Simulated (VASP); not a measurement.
# CoSn with PBE: from relaxation to properties, part 2 of 9

Aim: relax CoSn with PBE, compute its properties on that cell and hold them against experiment. The start is a computed cell from the Materials Project.

VASP 6.6.1, plane waves and PAW; the level of theory is named at each step.

Still holding for the runs below: The k-mesh is coarse for a metal.

So far. Step 2 (Magnetic start: ferromagnetic): The moments fall under 0.1 μB, and the mesh shows no gap.

**3. Magnetic start: antiferromagnetic within the cell**

This step: PBE, spin-polarised from a ferrimagnetic start; plane waves and PAW (Co, Sn_d) (VASP 6.6.1).

Next, a pattern with opposite moments.

The input, INCAR:

```
SYSTEM = CoSn
PREC = Accurate
ENCUT = 400
EDIFF = 1E-06
NELM = 100
ISMEAR = 1
SIGMA = 0.2
LREAL = .FALSE.
ALGO = Normal
GGA = PE
NBANDS = 47
ISPIN = 2
MAGMOM = 2 -2 2 0 0 0
LASPH = .TRUE.
LMAXMIX = 4
LORBIT = 11
LWAVE = .FALSE.
LCHARG = .FALSE.
KPAR = 8
ISIF = 2
```

The input, POSCAR:

```
CoSn
1.0
    5.2460399276      0.0000000000      0.0000000000
   -2.6230199638      4.5432038466      0.0000000000
    0.0000000000      0.0000000000      4.1875903000
Co Sn
3 3
Direct
    0.0000000000      0.5000000000      0.0000000000
    0.5000000000      0.5000000000      0.0000000000
    0.5000000000      0.0000000000      0.0000000000
    0.6666666700      0.3333333300      0.5000000000
    0.3333333300      0.6666666700      0.5000000000
    0.0000000000      0.0000000000      0.0000000000
```

The input, KPOINTS:

```
Automatic mesh
0
Gamma
5 5 6
0 0 0
```

The projector-augmented-wave data sets are Co and Sn_d (PBE family, release 64).

Run with:

```sh
$ mpirun -np 8 vasp_std
```

What it wrote:

```text
[banner, memory and clock lines left out]
running    8 mpi-ranks, on    1 nodes
 distrk:  each k-point on    1 cores,    8 groups
 distr:  one band on    1 cores,    1 groups

 POSCAR found type information on POSCAR CoSn
 POSCAR found :  2 types and       6 ions
 [... a notice as in an earlier step ...]

 LDA part: xc-table for (Slater+PW92), standard interpolation
 POSCAR, INCAR and KPOINTS ok, starting setup
 FFT: planning ... GRIDC
 FFT: planning ... GRID_SOFT
 FFT: planning ... GRID
 WAVECAR not read
 entering main loop
       N       E                     dE             d eps       ncg     rms          rms(c)
DAV:   1     0.646281889098E+03    0.64628E+03   -0.26099E+04  7017   0.200E+03
DAV:   2     0.659812140786E+02   -0.58030E+03   -0.55693E+03  6768   0.528E+02
DAV:   3    -0.303299969697E+02   -0.96311E+02   -0.93777E+02  7147   0.195E+02
DAV:   4    -0.349693093956E+02   -0.46393E+01   -0.46253E+01  7634   0.497E+01
DAV:   5    -0.351067424041E+02   -0.13743E+00   -0.13742E+00  9338   0.764E+00    0.170E+01
DAV:   6    -0.386351910826E+02   -0.35284E+01   -0.29809E+01  8062   0.542E+01    0.204E+01
DAV:   7    -0.335479853829E+02    0.50872E+01   -0.14694E+01  8044   0.478E+01    0.894E+00
DAV:   8    -0.344237659595E+02   -0.87578E+00   -0.57243E+00  8926   0.332E+01    0.153E+01
DAV:   9    -0.331893278747E+02    0.12344E+01   -0.54369E+00  8627   0.191E+01    0.276E+00
DAV:  10    -0.331748636142E+02    0.14464E-01   -0.30215E-01  7578   0.454E+00    0.110E+00
DAV:  11    -0.331709950003E+02    0.38686E-02   -0.25806E-02  8699   0.140E+00    0.674E-01
DAV:  12    -0.331700784930E+02    0.91651E-03   -0.76997E-03  8839   0.775E-01    0.152E-01
DAV:  13    -0.331703907456E+02   -0.31225E-03   -0.26451E-03  7999   0.461E-01    0.868E-02
DAV:  14    -0.331704355860E+02   -0.44840E-04   -0.32524E-04  7894   0.131E-01    0.429E-02
DAV:  15    -0.331704377348E+02   -0.21488E-05   -0.52145E-05  7852   0.532E-02    0.216E-02
DAV:  16    -0.331704409800E+02   -0.32452E-05   -0.14045E-05  8065   0.376E-02    0.843E-03
DAV:  17    -0.331704409728E+02    0.71759E-08   -0.31772E-06  5963   0.135E-02
   1 F= -.33170441E+02 E0= -.33174027E+02  d E =0.107584E-01  mag=    -0.0034
```

Elapsed: 19 s, on 8 MPI ranks of Intel Xeon 6975P-C (Granite Rapids), shared host; peak memory 2.8 GiB.

Parts of OUTCAR (step 3):

```text
The static configuration has the point symmetry D_6h.

 Found     36 irreducible k-points:

   k-points           NKPTS =     36   k-points in BZ     NKDIM =     36   number of bands    NBANDS=     47

   NELECT =      69.0000    total number of electrons

 E-fermi :  10.1335

 spin component 1
 k-point     1 :       0.0000    0.0000    0.0000
  band No.  band energies     occupation
    ...
     30       9.6932      1.00395
     31       9.7229      1.00671
     32       9.7229      1.00671
     33       9.7555      1.01122
     34       9.7555      1.01123
     35      10.6979     -0.00024
     36      10.8097     -0.00001
     37      11.5697     -0.00000
     38      11.5697     -0.00000
     39      13.1567     -0.00000
    ...

 k-point     2 :       0.2000    0.0000    0.0000
  band No.  band energies     occupation
    ...
     30       9.5847      1.00036
     31       9.6951      1.00410
     32       9.7440      1.00944
     33       9.8319      1.02730
     34      10.0268      0.88789
     35      10.7304     -0.00010
     36      11.2402     -0.00000
     37      11.7862     -0.00000
     38      12.1586     -0.00000
     39      13.4897     -0.00000
    ...

 k-point     3 :      -0.2000    0.2000    0.0000
  band No.  band energies     occupation
    ...
     30       9.5847      1.00036
     31       9.6951      1.00410
     32       9.7440      1.00944
     33       9.8319      1.02731
     34      10.0268      0.88796
     35      10.7304     -0.00010
     36      11.2402     -0.00000
     37      11.7861     -0.00000
     38      12.1586     -0.00000
     39      13.4897     -0.00000
    ...

 k-point     4 :       0.4000    0.0000    0.0000
  band No.  band energies     occupation
    ...
     29       8.8903      1.00000
     30       9.3011      1.00000
     31       9.5493      1.00014
     32       9.7403      1.00892
     33       9.7818      1.01607
     34      10.8443     -0.00000
     35      10.8855     -0.00000
     36      11.7269     -0.00000
     37      12.4421     -0.00000
     38      12.9058     -0.00000
    ...

  Total        2.3027646      2.3033159      2.4547635      0.0004774      0.0000000      0.0000000
  in kB       36.9659724     36.9748222     39.4059898      0.0076642      0.0000000      0.0000000
  external PRESSURE =      37.7822615 kB  Pullay stress =       0.0000000 kB

 POSITION                                       TOTAL-FORCE (eV/Angst)
 -----------------------------------------------------------------------------------
     -1.31151      2.27160      0.00000         0.000000      0.000000      0.000000
      1.31151      2.27160      0.00000         0.000000      0.000000      0.000000
      2.62302      0.00000      0.00000         0.000000      0.000000      0.000000
      2.62302      1.51440      2.09380        -0.000207      0.000120      0.000000
     -0.00000      3.02880      2.09380         0.000207     -0.000120     -0.000000
      0.00000      0.00000      0.00000         0.000000      0.000000      0.000000
 -----------------------------------------------------------------------------------
    total drift:                                0.000000      0.000000      0.000000

  FREE ENERGIE OF THE ION-ELECTRON SYSTEM (eV)
  ---------------------------------------------------
  free  energy   TOTEN  =       -33.1704409728 eV

  energy  without entropy=      -33.1811993446  energy(sigma->0) =      -33.17402710

 magnetization (x)
# of ion       s       p       d       tot
------------------------------------------
    1       -0.000  -0.000  -0.001  -0.001
    2       -0.000  -0.000  -0.001  -0.001
    3       -0.000  -0.000  -0.001  -0.001
    4        0.000  -0.000  -0.000  -0.000
    5        0.000  -0.000  -0.000  -0.000
    6       -0.000   0.000  -0.000   0.000
--------------------------------------------------
tot         -0.000   0.000  -0.004  -0.004

[... 7 parts as in an earlier step ...]

[... 10 further parts left out ...]
```

Numbers from this step:

| Property | Result |
| --- | --- |
| bands | 47 |
| irreducible k-points | 36 |
| symmetry operations | 8 |
| pressure | 3.778 GPa |
| moment of the cell, from the last line of the log | 0 μB |

The energy lies +0.0 meV an atom from the first pattern, and both runs end without moments, so a difference comes from cell, mesh or thresholds alone. The moments fall under 0.1 μB, and the mesh shows no gap.

**4. Magnetic start: antiferromagnetic, q = (0, 0, 1/2)**

This step: PBE, spin-polarised from an antiferromagnetic start; plane waves and PAW (Co, Sn_d) (VASP 6.6.1).

System of this step: CoSn. The structure is hexagonal, space group P6/mmm (No. 191). The conventional cell has a = 5.246 Å, b = 5.246 Å, c = 4.188 Å, α = 90.00°, β = 90.00°, γ = 120.00°. Nearest to Co lie 6 Sn at 2.58 to 2.62 Å and 4 Co at 2.62 Å. Nearest to Sn lie 6 Co at 2.58 Å. Sn has 6 Co at 2.62 Å nearest. Farther neighbours are not listed.

Next, a pattern with opposite moments, which needs a doubled cell; q is given in the reciprocal vectors of the primitive cell.

INCAR: that of step 3 with these lines changed.

```diff
@@ -10,5 +10,5 @@
 GGA = PE
-NBANDS = 47
+NBANDS = 91
 ISPIN = 2
-MAGMOM = 2 -2 2 0 0 0
+MAGMOM = 2 -2 2 -2 2 -2 0 0 0 0 0 0
 LASPH = .TRUE.
```

The input, POSCAR:

```
CoSn
1.0
    5.2460399276      0.0000000000      0.0000000000
   -2.6230199638      4.5432038466      0.0000000000
    0.0000000000      0.0000000000      8.3751806000
Co Sn
6 6
Direct
    0.0000000000      0.5000000000      0.0000000000
    0.0000000000      0.5000000000      0.5000000000
    0.5000000000      0.5000000000      0.0000000000
    0.5000000000      0.5000000000      0.5000000000
    0.5000000000      0.0000000000      0.0000000000
    0.5000000000      0.0000000000      0.5000000000
    0.6666666700      0.3333333300      0.2500000000
    0.6666666700      0.3333333300      0.7500000000
    0.3333333300      0.6666666700      0.2500000000
    0.3333333300      0.6666666700      0.7500000000
    0.0000000000      0.0000000000      0.0000000000
    0.0000000000      0.0000000000      0.5000000000
```

The input, KPOINTS:

```
Automatic mesh
0
Gamma
5 5 3
0 0 0
```

Run with:

```sh
$ mpirun -np 8 vasp_std
```

What it wrote:

```text
[banner, memory and clock lines left out]
running    8 mpi-ranks, on    1 nodes
 distrk:  each k-point on    1 cores,    8 groups
 distr:  one band on    1 cores,    1 groups

 POSCAR found type information on POSCAR CoSn
 POSCAR found :  2 types and      12 ions
 [... a notice as in an earlier step ...]

 LDA part: xc-table for (Slater+PW92), standard interpolation
 POSCAR, INCAR and KPOINTS ok, starting setup
 FFT: planning ... GRIDC
 FFT: planning ... GRID_SOFT
 FFT: planning ... GRID
 WAVECAR not read
 entering main loop
       N       E                     dE             d eps       ncg     rms          rms(c)
DAV:   1     0.146614088663E+04    0.14661E+04   -0.49602E+04  3712   0.211E+03
DAV:   2     0.216496158667E+03   -0.12496E+04   -0.11989E+04  3640   0.590E+02
DAV:   3    -0.494652191896E+02   -0.26596E+03   -0.25257E+03  3693   0.233E+02
DAV:   4    -0.692935920212E+02   -0.19828E+02   -0.19480E+02  4028   0.727E+01
DAV:   5    -0.698439978436E+02   -0.55041E+00   -0.54929E+00  4277   0.120E+01    0.238E+01
DAV:   6    -0.760246918401E+02   -0.61807E+01   -0.62537E+01  4680   0.549E+01    0.283E+01
DAV:   7    -0.658891988568E+02    0.10135E+02   -0.38689E+01  4095   0.451E+01    0.909E+00
DAV:   8    -0.662015632241E+02   -0.31236E+00   -0.41115E+00  4646   0.111E+01    0.434E+00
DAV:   9    -0.662793880996E+02   -0.77825E-01   -0.92978E-01  4016   0.709E+00    0.206E+00
DAV:  10    -0.663248776872E+02   -0.45490E-01   -0.19035E-01  4121   0.302E+00    0.925E-01
DAV:  11    -0.663402078161E+02   -0.15330E-01   -0.31500E-02  4027   0.942E-01    0.338E-01
DAV:  12    -0.663406598697E+02   -0.45205E-03   -0.10717E-02  4248   0.631E-01    0.144E-01
DAV:  13    -0.663407452349E+02   -0.85365E-04   -0.99940E-04  4924   0.220E-01    0.763E-02
DAV:  14    -0.663407879665E+02   -0.42732E-04   -0.18506E-04  4392   0.918E-02    0.312E-02
DAV:  15    -0.663408003399E+02   -0.12373E-04   -0.40291E-05  3900   0.425E-02    0.201E-02
DAV:  16    -0.663408076771E+02   -0.73371E-05   -0.11297E-05  3180   0.164E-02    0.852E-03
DAV:  17    -0.663408097827E+02   -0.21057E-05   -0.73583E-06  3270   0.125E-02    0.269E-03
DAV:  18    -0.663408101217E+02   -0.33897E-06   -0.18411E-06  2718   0.651E-03
   1 F= -.66340810E+02 E0= -.66347986E+02  d E =0.215268E-01  mag=     0.0000
```

It took 41 s on 8 MPI ranks; peak memory 3.4 GiB; 5.3 min of CPU time.

Parts of OUTCAR (step 4):

```text
  LATTYP: Found a hexagonal cell.
 ALAT       =     5.2460399276
 C/A-ratio  =     1.5964767168

The static configuration has the point symmetry D_6h.

 Found     10 irreducible k-points:

   k-points           NKPTS =     10   k-points in BZ     NKDIM =     10   number of bands    NBANDS=     91

   dimension x,y,z NGX =    36 NGY =   36 NGZ =   56
   dimension x,y,z NGXF=    72 NGYF=   72 NGZF=  112

   ENCUT  =  400.0 eV  29.40 Ry    5.42 a.u.   8.55  8.55 13.66*2*pi/ulx,y,z

   NELECT =     138.0000    total number of electrons

 E-fermi :  10.1335

 spin component 1
 k-point     1 :       0.0000    0.0000    0.0000
  band No.  band energies     occupation
    ...
     67       9.7549      1.01113
     68       9.7549      1.01113
     69       9.7672      1.01326
     70       9.7672      1.01326
     71      10.0118      0.92367
     72      10.6975     -0.00025
     73      10.6982     -0.00024
     74      10.8091     -0.00001
     75      11.5054     -0.00000
     76      11.5690     -0.00000
    ...

 k-point     2 :       0.2000    0.0000    0.0000
  band No.  band energies     occupation
    ...
     66       9.7434      1.00935
     67       9.8309      1.02707
     68       9.9554      1.00973
     69       9.9585      1.00683
     70      10.0263      0.88923
     71      10.3001      0.00194
     72      10.7300     -0.00010
     73      10.9452     -0.00000
     74      11.2396     -0.00000
     75      11.7856     -0.00000
    ...

 k-point     3 :       0.4000    0.0000    0.0000
  band No.  band energies     occupation
    ...
     65       9.7117      1.00554
     66       9.7397      1.00883
     67       9.7808      1.01589
     68       9.8115      1.02261
     69      10.0300      0.87958
     70      10.5686     -0.00435
     71      10.8439     -0.00000
     72      10.8849     -0.00000
     73      11.3907     -0.00000
     74      11.7265     -0.00000
    ...

 k-point     4 :       0.2000    0.2000    0.0000
  band No.  band energies     occupation
    ...
     65       9.6608      1.00208
     66       9.6857      1.00343
     67       9.8731      1.03464
     68       9.8959      1.03524
     69      10.0201      0.90465
     70      10.6169     -0.00166
     71      10.7382     -0.00008
     72      10.8468     -0.00000
     73      11.2452     -0.00000
     74      11.7891     -0.00000
    ...

  Total        4.6077266      4.6077266      4.9163740      0.0000000     -0.0000000      0.0000000
  in kB       36.9836087     36.9836087     39.4609465      0.0000000     -0.0000000      0.0000000
  external PRESSURE =      37.8093880 kB  Pullay stress =       0.0000000 kB

  energy-cutoff  :      400.00
  volume of cell :      199.61
      direct lattice vectors                 reciprocal lattice vectors
     5.246039928  0.000000000  0.000000000     0.190619975  0.110054494  0.000000000
    -2.623019964  4.543203847  0.000000000     0.000000000  0.220108988  0.000000000
     0.000000000  0.000000000  8.375180600     0.000000000  0.000000000  0.119400410

 POSITION                                       TOTAL-FORCE (eV/Angst)
 -----------------------------------------------------------------------------------
     -1.31151      2.27160      0.00000         0.000000      0.000000      0.000000
     -1.31151      2.27160      4.18759         0.000000      0.000000      0.000000
      1.31151      2.27160      0.00000         0.000000      0.000000      0.000000
      1.31151      2.27160      4.18759         0.000000      0.000000      0.000000
      2.62302      0.00000      0.00000         0.000000      0.000000      0.000000
      2.62302      0.00000      4.18759         0.000000      0.000000      0.000000
      2.62302      1.51440      2.09380         0.000000      0.000000     -0.000000
      2.62302      1.51440      6.28139         0.000000      0.000000     -0.000000
     -0.00000      3.02880      2.09380        -0.000000     -0.000000      0.000000
     -0.00000      3.02880      6.28139        -0.000000     -0.000000      0.000000
      0.00000      0.00000      0.00000         0.000000      0.000000      0.000000
      0.00000      0.00000      4.18759         0.000000      0.000000      0.000000
 -----------------------------------------------------------------------------------
    total drift:                                0.000000      0.000000      0.000000

  FREE ENERGIE OF THE ION-ELECTRON SYSTEM (eV)
  ---------------------------------------------------
  free  energy   TOTEN  =       -66.3408101217 eV

  energy  without entropy=      -66.3623368824  energy(sigma->0) =      -66.34798571

 total charge
# of ion       s       p       d       tot
------------------------------------------
    1        0.405   0.475   7.481   8.361
    2        0.405   0.475   7.481   8.361
    3        0.405   0.475   7.481   8.361
    4        0.405   0.475   7.481   8.361
    5        0.405   0.475   7.481   8.361
    6        0.405   0.475   7.481   8.361
    7        1.130   1.272  10.075  12.477
    8        1.130   1.272  10.075  12.477
    9        1.130   1.272  10.075  12.477
   10        1.130   1.272  10.075  12.477
   11        1.161   1.120  10.044  12.325
   12        1.161   1.120  10.044  12.325
--------------------------------------------------
tot          9.274  10.174 105.273 124.721

 magnetization (x)
# of ion       s       p       d       tot
------------------------------------------
    1       -0.000   0.000  -0.000  -0.000
    2        0.000  -0.000   0.000   0.000
    3       -0.000   0.000  -0.000  -0.000
    4        0.000  -0.000   0.000   0.000
    5       -0.000   0.000  -0.000  -0.000
    6        0.000  -0.000   0.000   0.000
    7        0.000   0.000   0.000   0.000
    8        0.000   0.000   0.000   0.000
    9        0.000   0.000   0.000   0.000
   10        0.000   0.000   0.000   0.000
   11       -0.000   0.000  -0.000   0.000
   12        0.000  -0.000   0.000  -0.000
--------------------------------------------------
tot          0.000   0.000   0.000   0.000

[... 1 part as in an earlier step ...]

[... 6 further parts left out ...]
```

Numbers from this step:

* SCF cycles: 18
* electrons: 138
* bands: 91
* irreducible k-points: 10
* symmetry operations: 24
* free energy (TOTEN): -66.3408 eV
* energy at zero smearing: -66.3480 eV
* pressure: 3.781 GPa

The spin moment in the PAW sphere vanishes on all atoms.

The energy lies +0.0 meV an atom from the first pattern, and both runs end without moments, so a difference comes from cell, mesh or thresholds alone. The moments fall under 0.1 μB, and the mesh shows no gap.

(Continued in part 3 of 9.)

[Lines on the potential files, build, host, timing and source positions are cut from VASP's logs without a mark.]

[Logs are printed without paths, hosts, clocks, repeated set-up lines and the standing remarks that a program may print on its own settings, such as how far it seeks lower states.]

[Hosts, paths, dates, database ids (printed as entryN), source tags and the programs' standing remarks are cut or masked in the printed files.]

[A measured line is paired with the nearest computed mode of its activity, which favours agreement.]

[In band tables of VASP the shares of atoms and orbitals are scaled to a sum of 1 inside the atoms' spheres.]
